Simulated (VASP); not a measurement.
A snapshot from molecular dynamics of Li, step 21; the first frame, the perfect lattice, has an electronic free energy F (no ionic kinetic energy) of -1.976 eV/atom. The Γ point alone samples so small a cell crudely.

Here is the system:

```
Li
1.0
   10.47000     0.00000     0.00000
    0.00000    10.47000     0.00000
    0.00000     0.00000    10.47000
Li
54
Direct
  0.01575   0.00645   0.95856
  0.32211   0.99224   0.01407
  0.67012   0.95582   0.00820
  0.99873   0.33238   0.98715
  0.99071   0.01941   0.30779
  0.19101   0.17515   0.17084
  0.35018   0.33584   0.00168
  0.34938   0.99277   0.35479
  0.48453   0.14896   0.16303
  0.68528   0.35287   0.99638
  0.66720   0.99932   0.33928
  0.83565   0.15533   0.19855
  0.99363   0.68242   0.02978
  0.00289   0.34703   0.37651
  0.15277   0.51943   0.16077
  0.32097   0.70222   0.00474
  0.01602   0.99492   0.65960
  0.16970   0.15538   0.53366
  0.30886   0.35280   0.33518
  0.47958   0.52645   0.14077
  0.66883   0.64527   0.02576
  0.34623   0.99838   0.70939
  0.48590   0.16893   0.51202
  0.60938   0.32709   0.30698
  0.82111   0.47397   0.14882
  0.65669   0.00890   0.65896
  0.82305   0.16124   0.50595
  0.98830   0.68302   0.33142
  0.15839   0.83413   0.15358
  0.00377   0.34584   0.65834
  0.17058   0.53119   0.49004
  0.30889   0.64247   0.32976
  0.51516   0.82066   0.18481
  0.17907   0.20777   0.81896
  0.38322   0.33344   0.65808
  0.48841   0.49566   0.45580
  0.66752   0.62362   0.30766
  0.82149   0.80482   0.16899
  0.49194   0.15414   0.83461
  0.68296   0.31567   0.67781
  0.80072   0.53399   0.48942
  0.82217   0.14417   0.79379
  0.99555   0.66617   0.62408
  0.16672   0.86576   0.53465
  0.15517   0.50769   0.86662
  0.35372   0.66265   0.68216
  0.53726   0.80761   0.50336
  0.52679   0.49303   0.82618
  0.67281   0.65131   0.67473
  0.84754   0.83014   0.47889
  0.83706   0.53798   0.81608
  0.19329   0.83225   0.85113
  0.48474   0.81011   0.86268
  0.83047   0.83376   0.81720
```

Computed with PBE GGA, VASP's PBE PAW potentials (set 64) (plane waves; VASP). Run with PREC = Normal, LREAL = Auto, ISYM = 0, EDIFF = 1E-5, 400 eV cut-off, 1×1×1 Γ-centred mesh, Fermi-Dirac smearing of 0.052 eV, potentials Li.

**Question.** Give F per atom of this frame and the forces (eV/Å).

**Answer.** -1.909 eV/atom.
| atom | Fx | Fy | Fz |
|---|---|---|---|
| Li1 | -0.11 | 0.12 | 0.31 |
| Li2 | 0.17 | 0.20 | -0.08 |
| Li3 | 0.01 | 0.46 | -0.10 |
| Li4 | -0.18 | -0.23 | 0.12 |
| Li5 | 0.49 | -0.40 | 0.39 |
| Li6 | -0.33 | 0.02 | -0.04 |
| Li7 | -0.08 | 0.04 | -0.05 |
| Li8 | -0.14 | -0.05 | -0.05 |
| Li9 | 0.16 | 0.00 | -0.07 |
| Li10 | -0.26 | -0.59 | -0.27 |
| Li11 | -0.05 | -0.03 | 0.00 |
| Li12 | -0.26 | 0.42 | -0.56 |
| Li13 | -0.12 | -0.12 | -0.49 |
| Li14 | -0.09 | -0.06 | -0.35 |
| Li15 | -0.05 | -0.36 | 0.05 |
| Li16 | 0.12 | -0.58 | 0.29 |
| Li17 | -0.47 | 0.17 | 0.31 |
| Li18 | 0.18 | 0.28 | -0.35 |
| Li19 | 0.02 | -0.30 | -0.03 |
| Li20 | -0.16 | -0.33 | 0.11 |
| Li21 | 0.05 | 0.23 | -0.55 |
| Li22 | -0.14 | -0.15 | -0.32 |
| Li23 | 0.21 | -0.19 | -0.27 |
| Li24 | 0.38 | -0.09 | 0.04 |
| Li25 | 0.52 | 0.10 | 0.47 |
| Li26 | -0.15 | -0.35 | -0.02 |
| Li27 | 0.12 | 0.04 | -0.22 |
| Li28 | 0.29 | -0.21 | -0.08 |
| Li29 | -0.04 | 0.27 | 0.44 |
| Li30 | -0.15 | 0.10 | 0.14 |
| Li31 | -0.06 | -0.36 | 0.41 |
| Li32 | 0.25 | 0.65 | -0.17 |
| Li33 | -0.27 | 0.07 | 0.05 |
| Li34 | 0.04 | -0.30 | 0.09 |
| Li35 | -0.49 | 0.32 | 0.08 |
| Li36 | 0.08 | 0.12 | 0.54 |
| Li37 | -0.08 | 0.40 | -0.02 |
| Li38 | 0.04 | 0.44 | 0.21 |
| Li39 | 0.35 | 0.16 | 0.35 |
| Li40 | -0.19 | 0.42 | -0.25 |
| Li41 | 0.29 | -0.57 | 0.11 |
| Li42 | 0.35 | 0.14 | 0.58 |
| Li43 | 0.09 | 0.09 | 0.47 |
| Li44 | 0.35 | -0.49 | -0.47 |
| Li45 | 0.17 | 0.16 | -0.35 |
| Li46 | -0.19 | -0.06 | -0.19 |
| Li47 | -0.20 | 0.03 | -0.08 |
| Li48 | -0.17 | 0.05 | 0.20 |
| Li49 | -0.30 | 0.31 | -0.13 |
| Li50 | -0.31 | 0.36 | 0.15 |
| Li51 | 0.32 | -0.47 | 0.38 |
| Li52 | -0.60 | 0.00 | -0.51 |
| Li53 | 0.51 | 0.19 | -0.19 |
| Li54 | 0.09 | -0.05 | -0.04 |

The cell is a supercell, built from Li (bcc). Its lattice is the typed one, not relaxed at this level.
